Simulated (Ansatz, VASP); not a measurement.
# C (Diamond): VASP beside Ansatz, part 2 of 2

Aim: how closely do two programs agree when they are given the same cell, functional and k mesh? The cell is taken from a series of runs on this material, whose earlier steps may have relaxed, scaled, displaced or heated it; both programs get it as it stands.

VASP 6.6.1 and Ansatz 0.2.0.

So far: The structure; VASP: G0W0 gap, PBE0 form with 10 % exact exchange with an exact-exchange share of 0.1.

**3. Ansatz: G0W0 gap, PBE0 form with 10 % exact exchange with an exact-exchange share of 0.1**

Level of this step: Ansatz beside VASP: Kohn-Sham DFT, plane waves, PBE0 form with 10 % exact exchange (Ansatz).

Ansatz runs on its PAW soft_1 files.

The same cell, functional and mesh now go to Ansatz, which takes its cutoff from its data sets.

input.yaml reads:

```yaml
crystal:
  lattice:
    - [0.0, 1.78337, 1.78337]
    - [1.78337, 0.0, 1.78337]
    - [1.78337, 1.78337, 0.0]
  atoms:
    - { symbol: C, position: [0.0, 0.0, 0.0] }
    - { symbol: C, position: [0.25, 0.25, 0.25] }
kpoints:
  mp_grid: { grid: [10, 10, 10] }
hamiltonian:
  xc: { exchange: pbe, correlation: pbe, exx: { coeff: 0.1 } }
  pseudopotentials: { kind: paw, azcp: { folder: soft_1 } }
scf:
  occupations: { method: fixed }
gw:
  n_empty_bands: 47
  ecut_chi: 150.0
  qp_bands: [v2, c2]
  qp_kpoints: band_edges
  screening: { model: contour_deformation }
```

On the command line:

```console
$ ansatz run input.yaml --threads 3 --pin off --max-ram 92160MiB --backend cuda --events-out ev --progress --plain --runs-dir out --devices 1 --max-vram 13GiB
```

Numbers of over 12 decimals in the logs are rounded to 6 here.

Output:

```text
GPUs: using 1 of 1 available (devices: 1).
Engine: ansatz 0.2.0, x86_64-unknown-linux-gnu
Pseudopotentials: kind: paw
Pseudopotential: C, paw, valence charge 4, recommended cutoff 420 eV (normal), soft_1/C.paw.azcp
Functional definition: unnamed
  parameter a_1 = 0.1
  exchange = (1 - a_1)*pbe_x + a_1*exact_x
  correlation = pbe_c
davidson cushion auto → on  (no smearing: the cushion is to keep the highest requested band from converging to the state above it; pin scf.eigensolver.cushion to override)
device memory: the entry about to start is reckoned to put 0.5 GiB on a device that reports 57.0 GiB free (of which the cap on the GPU budget leaves the run 13.0 GiB)
GPU FFT provider: cuFFT
GPU libraries: cuBLAS 13.8.2, cuFFT 12.4.0, cuSOLVER 12.3.4
Crystal: 2 atoms, lattice volume = 11.344 Å³
Basis set: ecut = 420 eV, 229 PW (Γ)
Bands: 8, of which v1, the nominal top of the filled ones, is band 4 counted from 1 (3 counted from 0)
Symmetry: 48 space group operations
Space group: Fd-3m (ITA 227), of the structure as read, at distance tolerance 2.2e-5 Å
k-points: 47 of 1000
Non-local potential: C, projectors of the file, l = 0: 2, l = 1: 2, l = 2: 1
PAW form: soft (Blöchl's): semilocal exchange-correlation on the pseudo side does not see the compensation charge
PAW frozen core: C, regenerated for the run's functional, and the local potential with it (the file was generated under x = pbe(κ = 0.804, μ = 0.219515), c = pbe(β = 0.066725))
PAW one-centre angular grid: C, 110 points (default); XC on 64 Gauss nodes
Initial density: superposition of atomic densities (chi_scale 0.1, normalization cell)
Initial wavefunctions: pseudopotential atomic-orbital guess
GPU buffer pool allocated for 5832 grid points (all kernels)
GPU transforms: local potential and band sums: pruned to the plane-wave sphere, on 18×18×18
Functional: x = pbe(κ = 0.804, μ = 0.219515), c = pbe(β = 0.066725), warm-up for x = 0.9 pbe(κ = 0.804, μ = 0.219515) + 0.1 exact, c = pbe(β = 0.066725)
SCF iter   1: F=—  HF=-502.166372 eV  |F-HF|=—  |Δ(HF+E_count)|=         —  Δρ=1.39e-1  dr2=1.55e0  ethr=1.00e-1  ⟨swp⟩=3.7  Hψ=1356  notcnv=0
preconditioner: auto → none  [insulator: Δε(μ)=4.847 eV  Ē_g=19.618 eV  n_scr=0 (ndim 8)  ℏωp=31.2 eV  f_vac=0.000]
SCF iter   2: F=—  HF=-501.665458 eV  |F-HF|=—  |Δ(HF+E_count)|=   5.01e-1  Δρ=5.58e-2  dr2=2.19e-1  ethr=1.93e-2  ⟨swp⟩=2.0  Hψ=940  notcnv=0
iter 3 solved again at ethr=1.57e-5 eV; its pass at ethr=2.73e-3 eV (dr2=1.26e-3 eV) is discarded
SCF iter   3: F=-501.614394 eV  HF=-501.613844 eV  |F-HF|=5.50e-4  |Δ(HF+E_count)|=   5.16e-2  Δρ=5.60e-3  dr2=1.15e-3  ethr=1.57e-5  ⟨swp⟩=3.0  Hψ=2119  notcnv=0
SCF 1 stopped early in 3 iterations: F = -501.614394 eV  dr2 = 1.15e-3
  greatest PAW one-centre occupation: 0.647 electrons in one spin orbital (limit 2), on the C atom at site 1 (counted from 0), in its partial waves of l = 0
device memory: the entry about to start is reckoned to put 1.3 GiB on a device that reports 56.4 GiB free (of which the cap on the GPU budget leaves the run 13.0 GiB)
GPU FFT provider: cuFFT
GPU libraries: cuBLAS 13.8.2, cuFFT 12.4.0, cuSOLVER 12.3.4
Initial density: handed on by an earlier stage of this run
Initial wavefunctions: those handed on with the density
GPU buffer pool allocated for 5832 grid points (all kernels)
GPU transforms: local potential and band sums: pruned to the plane-wave sphere, on 18×18×18
Functional: x = 0.9 pbe(κ = 0.804, μ = 0.219515) + 0.1 exact, c = pbe(β = 0.066725)
Exchange kernel: α = 0.1000, full range, Wigner–Seitz truncation, v(0) = 17501.7596 eV·Å³, q-mesh 10×10×10, nearest image of the exchange supercell L = 25.22 Å, pair-density grid 12×12×12, without the augmentation charges, whose exchange is taken in its separable form by FFT convolution over the k-point mesh (sized by the pseudopotential files, 15×15×15 at the most), smooth part of the exact exchange by density-matrix convolution in up to 1.52 GiB of GPU memory as planned if the GPU has room (build and FFT work areas not counted)
Frozen-core exchange: fock
SCF iter   1: F=—  HF=-501.711037 eV  |F-HF|=—  |Δ(HF+E_count)|=         —  Δρ=9.38e-3  dr2=3.42e-3  ethr=1.43e-4  ⟨swp⟩=3.9  Hψ=1422  notcnv=0
preconditioner: auto → none  [insulator: Δε(μ)=4.898 eV  Ē_g=20.980 eV  n_scr=0 (ndim 8)  ℏωp=31.2 eV  f_vac=0.000]
SCF iter   2: F=—  HF=-501.710793 eV  |F-HF|=—  |Δ(HF+E_count)|=   2.43e-4  Δρ=4.41e-3  dr2=9.88e-4  ethr=3.89e-5  ⟨swp⟩=2.0  Hψ=940  notcnv=0
SCF iter   3: F=—  HF=-501.710815 eV  |F-HF|=—  |Δ(HF+E_count)|=   2.17e-5  Δρ=1.06e-4  dr2=5.80e-6  ethr=8.46e-6  ⟨swp⟩=2.1  Hψ=947  notcnv=0
SCF iter   4: F=—  HF=-501.711015 eV  |F-HF|=—  |Δ(HF+E_count)|=   2.00e-4  Δρ=1.15e-4  dr2=4.66e-7  ethr=4.00e-9  ⟨swp⟩=4.0  Hψ=1666  notcnv=0
SCF iter   5: F=-501.711015 eV  HF=-501.711015 eV  |F-HF|=7.17e-10  |Δ(HF+E_count)|=   1.96e-8  Δρ=2.12e-6  dr2=4.88e-9  ethr=4.00e-9  ⟨swp⟩=2.9  Hψ=985  notcnv=0
[...]
Exchange-term sweep: 33 of 47 (spin, k) points
Exchange-term sweep: 36 of 47 (spin, k) points
Exchange-term sweep: 38 of 47 (spin, k) points
Exchange-term sweep: 40 of 47 (spin, k) points
Exchange-term sweep: 43 of 47 (spin, k) points
Exchange-term sweep: 45 of 47 (spin, k) points
Exchange-term sweep: 47 of 47 (spin, k) points
G₀W₀ screening: q 1/47
[... further progress lines ...]
device memory: the entry about to start is reckoned to put 0.2 GiB on a device that reports 52.7 GiB free (of which the cap on the GPU budget leaves the run 13.0 GiB)
NSCF: frozen V_eff on 1 k-points
device memory: the entry about to start is reckoned to put 0.2 GiB on a device that reports 50.6 GiB free (of which the cap on the GPU budget leaves the run 13.0 GiB)
NSCF: frozen V_eff on 1 k-points
hybrid SCF converged: 2 outer / 7 inner (+3 warm-up), last move |dexx| = 1.71e-9 eV, tail = 2.04e-9 eV
Stability not checked: this state was not tested for a lower state beside it, because the functional holds exact exchange (a hybrid, or Hartree-Fock), whose exchange loop this test does not read (fock_operator; see scf.lower_state_search)
Free energy (F): -501.711017 eV
Frozen-core exchange: fock
Harris-Foulkes:  -501.711017 eV  (|F-HF|=3.98e-10)
Internal energy: -501.711017 eV  (E = F + TS)
E sigma→0 (E₀):  -501.711017 eV
Fermi energy:    12.960542 eV
--- Per-component energies (eV) ---
  E_band       = 28.866094
  E_kinetic    = 179.664837
  E_local      = -109.799286  (includes V_loc(G=0)·N_el)
  E_nonlocal   = 45.400006
  E_hartree    = 26.350549
  E_xc         = -86.915358
  E_vxc        = -107.304443  (∫ρ·V_xc dr)
  E_exx        = -8.637616  (= α·E_x^exact, valence–valence)
  E_paw        = -199.799061  (= ΣΔE_a)
  E_vpaw       = -14.520915  (= ΣTr[D̂ρ^β])
  E_aug_tail   = 0.000043  (compensation charges beyond the density's cutoff)
  E_ewald      = -347.961363
  E_core_change = -0.013766  (= ΣΔE_core)
  E_smearing   = -0.000000  (= −TS)
  E_closure    = 0.000000  (closes the sum)
  Σ components = -501.711017   (vs F -501.711017, Δ=0.00e0)
--- Band table (eV; the first three rows and the last of 47) ---
  k-point 0: bands = ["-9.3799", "12.9605", "12.9605", "12.9605", "19.3833", "19.3833"]
  k-point 1: bands = ["-9.0939", "11.2249", "12.4999", "12.4999", "19.9895", "19.9895"]
  k-point 2: bands = ["-8.2411", "7.8776", "11.5848", "11.5848", "21.1640", "21.1640"]
  k-point 46: bands = ["0.3455", "0.3455", "4.5241", "4.5241", "23.2324", "23.2324"]
  guard bands above this table: 2 of the run's 8 bands. The solve was not asked for them (output.publish_guard_bands: true or output.eigenvalues: true publishes all)
--- G₀W₀: contour deformation, 6 samples at zero and on the imaginary axis and 2 off it, 1000 q-points, 47 empty bands' worth ---
  eigenvalues of the whole cell's RPA ε∞ on this k-mesh (on a slab, of 1 + 4πα/V) = 5.1329, 5.1329, 5.1329; static W/v taken at q = 0 is 0.194823
  bands read: the sum over 51 bands ends inside a degenerate multiplet in 3 slots, whose members it reads at an even weight; the widest, k=30: bands 51 to 52 (counted from 1) at 1/2 each
  gw.qp_kpoints: band_edges: 16 of 47 stored k-points solved, in 1 pass; an edge of the gap read off the rows below is read off those points alone
    valence top: of the k-points left out ik 14 came nearest to being solved in a further pass, in band 4 (counted from 1, as in the quasiparticle table): it holds the edge there only if its correction is more favourable than any solved in that band by at least 0.501 eV; those differ by 0.329 eV
    conduction bottom: of the k-points left out ik 23 came nearest to being solved in a further pass, in band 5 (counted from 1, as in the quasiparticle table): it holds the edge there only if its correction is more favourable than any solved in that band by at least 0.606 eV; those differ by 0.489 eV
    ik  band        ε_KS         Σx   Σc(E_QP)       V_xc       Z   E_QP_lin       E_QP  E_QP is
     0     3     12.9605   -20.0987     1.6698   -18.1107  0.8392    12.6420    12.6424  root
     0     4     12.9605   -20.0987     1.6698   -18.1107  0.8392    12.6420    12.6424  root
     0     5     19.3833   -10.2219    -4.8675   -15.8790  0.8393    20.1752    20.1729  root
     0     6     19.3833   -10.2219    -4.8675   -15.8790  0.8393    20.1752    20.1729  root
     1     3     12.4999   -20.0857     1.7699   -17.9867  0.8381    12.1705    12.1709  root
     1     4     12.4999   -20.0857     1.7699   -17.9867  0.8381    12.1705    12.1709  root
     1     5     19.9895   -10.1811    -5.0236   -16.0094  0.8372    20.7967    20.7942  root
     1     6     19.9895   -10.1811    -5.0236   -16.0094  0.8372    20.7967    20.7942  root
     2     3     11.5848   -20.2470     2.0395   -17.8415  0.8355    11.2183    11.2188  root
     2     4     11.5848   -20.2470     2.0395   -17.8415  0.8355    11.2183    11.2188  root
     2     5     21.1640    -9.8729    -5.3793   -16.0913  0.8331    22.0063    22.0031  root
     2     6     21.1640    -9.8729    -5.3793   -16.0913  0.8331    22.0063    22.0031  root
     3     3     10.7547   -20.5069     2.3196   -17.7785  0.8327    10.3454    10.3460  root
     3     4     10.7547   -20.5069     2.3196   -17.7785  0.8327    10.3454    10.3460  root
     3     5     22.0154    -9.3969    -5.6215   -15.8620  0.8315    22.8624    22.8590  root
     3     6     22.0154    -9.3969    -5.6215   -15.8620  0.8315    22.8624    22.8590  root
     4     3     10.2163   -20.7080     2.5076   -17.7623  0.8308     9.7774     9.7781  root
     4     4     10.2163   -20.7080     2.5076   -17.7623  0.8308     9.7774     9.7781  root
     4     5     22.3098    -9.0146    -5.6684   -15.5018  0.8330    23.1319    23.1286  root
     4     6     22.3098    -9.0146    -5.6684   -15.5018  0.8330    23.1319    23.1286  root
     5     3     10.0323   -20.7810     2.5722   -17.7605  0.8301     9.5832     9.5840  root
     5     4     10.0323   -20.7810     2.5722   -17.7605  0.8301     9.5832     9.5840  root
     5     5     22.3461    -8.8795    -5.6606   -15.3452  0.8340    23.1543    23.1511  root
     5     6     22.3461    -8.8795    -5.6606   -15.3452  0.8340    23.1543    23.1511  root
[...]
43     3      5.6739   -21.0542     3.6495   -16.7836  0.8119     5.0502     5.0527  root
    43     4      5.6739   -21.0542     3.6495   -16.7836  0.8119     5.0502     5.0527  root
    43     5     19.9328    -8.8411    -5.0880   -14.3740  0.8464    20.3784    20.3776  root
    43     6     19.9328    -8.8411    -5.0880   -14.3740  0.8464    20.3784    20.3776  root
    46     3      4.5241   -20.8045     3.9013   -16.2557  0.8047     3.8733     3.8765  root
    46     4      4.5241   -20.8045     3.9013   -16.2557  0.8047     3.8733     3.8765  root
    46     5     23.2324    -8.3125    -5.7841   -14.6928  0.8332    23.8307    23.8287  root
    46     6     23.2324    -8.3125    -5.7841   -14.6928  0.8332    23.8307    23.8287  root
```

**4. Side by side**

Known differences besides the potentials themselves: exact exchange at q = 0 is treated differently, which shows on coarse meshes; VASP keeps PBE cores, Ansatz makes them for the functional; fixed occupations in Ansatz, narrow Gaussian smearing in VASP; the cutoff is 420 eV in Ansatz and 440 eV in VASP; Ansatz integrates over frequency by contour deformation, VASP on a grid of NOMEGA points; Ansatz's G0W0 levels solve the quasiparticle equation, VASP's are linearised. Total energies have different zeros and are not compared.

Both answers:

| quantity | Ansatz | VASP | difference |
| --- | --- | --- | --- |
| G0W0 gap on the mesh (eV) | 5.65 | 5.61 | +0.04 |
| Kohn-Sham gap under it (eV) | 4.93 | 4.92 | 0.00 |

**5. What came out**

```json
{"difference in G0W0 gap on the mesh (G0W0 gap, PBE0 form with 10 % exact exchange with an exact-exchange share of 0.1)": "0.041 eV"}
```

What this shows: The difference in G0W0 gap on the mesh is 0.041 eV (G0W0 gap, PBE0 form with 10 % exact exchange with an exact-exchange share of 0.1). Such differences can come from data sets, numerical settings and the points named under the comparisons, not from the functional's error against experiment.

[Lines on the potential files, build, host, timing and source positions are cut from VASP's logs without a mark.]

[Logs are printed without paths, hosts, clocks, repeated set-up lines and the standing remarks that a program may print on its own settings, such as how far it seeks lower states.]

[Hosts, paths, dates, database ids (printed as entryN), source tags and the programs' standing remarks are cut or masked in the printed files.]
